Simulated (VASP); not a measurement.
Input:

```xyz
3
Lattice="0.0000 2.5362 2.5362 2.5362 0.0000 2.5362 2.5362 2.5362 0.0000" Properties=species:S:1:pos:R:3 pbc="T T T"
Hf     0.0000     0.0000     0.0000
O      1.2681     1.2681     1.2681
O      3.8043     3.8043     3.8043
```

Computed with PBE GGA, VASP's PBE PAW potentials (set 64) (plane waves; VASP). Settings: 520 eV cut-off, 10×10×10 Γ-centred mesh, Gaussian smearing of 0.010 eV, potentials Hf_pv O.

Give the direction-averaged independent-particle dielectric function (no local fields, no excitons; a broadening of 0.1 eV leaves a tail below the gap, and fine structure carries the noise of the k-mesh).

```
ħω (eV)     ε₁     ε₂
-------  -----  -----
0.00      5.35   0.00
0.30      5.36   0.00
0.60      5.38   0.01
0.90      5.41   0.01
1.20      5.45   0.02
1.50      5.51   0.02
1.80      5.58   0.03
2.10      5.68   0.04
2.40      5.79   0.04
2.70      5.94   0.05
3.00      6.12   0.07
3.30      6.34   0.09
3.60      6.64   0.12
3.90      7.05   0.17
4.20      7.71   0.32
4.50      8.59   1.04
4.80      8.96   2.60
5.10      7.76   3.91
5.40      7.04   3.82
5.70      6.93   3.21
6.00      7.32   3.75
6.30      7.07   4.21
6.60      7.72   4.50
6.90      8.22   5.16
7.20      6.77   5.61
7.50      7.08   7.07
7.80      7.56   8.32
8.10      2.94   9.57
8.40      4.37   8.12
8.70      2.39   9.84
9.00      1.67   9.80
9.30     -1.64  10.25
9.60     -1.35   7.11
9.90     -2.26   5.74
10.20    -2.26   4.76
10.50    -1.46   3.87
10.80    -0.91   3.73
11.10    -0.81   4.21
11.40    -0.80   3.40
11.70    -1.07   3.86
```
ε₂ peaks at 8.0 eV (height 11.1), 8.6 eV (height 10.4); ε₁(0) averages 5.35, so the electronic refractive index below the gap tends to √5.35 = 2.31.

The compound is HfO2 in the fluorite structure, the high-temperature cubic form, which is unstable at 0 K; the monoclinic form is the stable one. It was relaxed first.
